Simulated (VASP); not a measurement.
A convergence study with VASP on WS$_{2}$ (2H layered): one setting is varied, all else stays as given below, so the limit is that of these other settings.

```
CELL_PARAMETERS angstrom
      1.57500    -2.72798     0.00000
      1.57500     2.72798     0.00000
      0.00000     0.00000    12.32000
ATOMIC_POSITIONS crystal
  W  0.33333 0.66667 0.25000
  W  0.66667 0.33333 0.75000
  S  0.33333 0.66667 0.87800
  S  0.66667 0.33333 0.37800
  S  0.66667 0.33333 0.12200
  S  0.33333 0.66667 0.62200
```

These are LDA (Ceperley-Alder, Perdew-Zunger), VASP's LDA PAW potentials (set 64) (plane waves; VASP) values and carry that method's errors. The tightest run used: 550 eV cut-off, 13×13×3 Monkhorst-Pack mesh, Gaussian smearing of 0.050 eV, potentials W_sv S.

The settings run are 1×1×1 mesh; 2×2×1 mesh; 3×3×1 mesh; 4×4×1 mesh; 5×5×1 mesh; 6×6×1 mesh; 7×7×2 mesh; 8×8×2 mesh; 9×9×2 mesh; 10×10×2 mesh; 11×11×2 mesh; 12×12×3 mesh; 13×13×3 mesh. From which on does the stress (every component) stay within 0.1 GPa of the tightest run?

From 7×7×2 mesh on: it is off by 0.03 there and by no more than 0.1 in any finer run, while 6×6×1 mesh is off by 0.48.
```
setting       E (eV/atom)  pressure (GPa)  largest force (eV/Å)  irreducible k-points  difference judged (GPa)
------------  -----------  --------------  --------------------  --------------------  -----------------------
1×1×1 mesh        -5.6414           18.51                 4.452                     1                    35.77
2×2×1 mesh        -8.8749           -5.06                 0.643                     2                     2.12
3×3×1 mesh        -8.7256           -3.41                 0.686                     3                     0.93
4×4×1 mesh        -8.7378           -3.51                 0.409                     6                     0.66
5×5×1 mesh        -8.7438           -3.64                 0.432                     5                     0.44
6×6×1 mesh        -8.7440           -3.64                 0.433                    12                     0.48
7×7×2 mesh        -8.7502           -3.81                 0.406                     8                     0.03
8×8×2 mesh        -8.7499           -3.81                 0.405                    20                     0.00
9×9×2 mesh        -8.7498           -3.80                 0.404                    12                     0.00
10×10×2 mesh      -8.7499           -3.81                 0.405                    30                     0.00
11×11×2 mesh      -8.7499           -3.81                 0.405                    16                     0.00
12×12×3 mesh      -8.7498           -3.80                 0.405                    84                     0.00
13×13×3 mesh      -8.7498           -3.81                 0.405                    42                     0.00
```

Left out are rungs that failed or repeat a setting and relaxations that didn't move; long series are thinned to 24 rows.

The compound is WS2 in the 2H layered structure. The cell was not relaxed at this level, forces remain on its atoms.
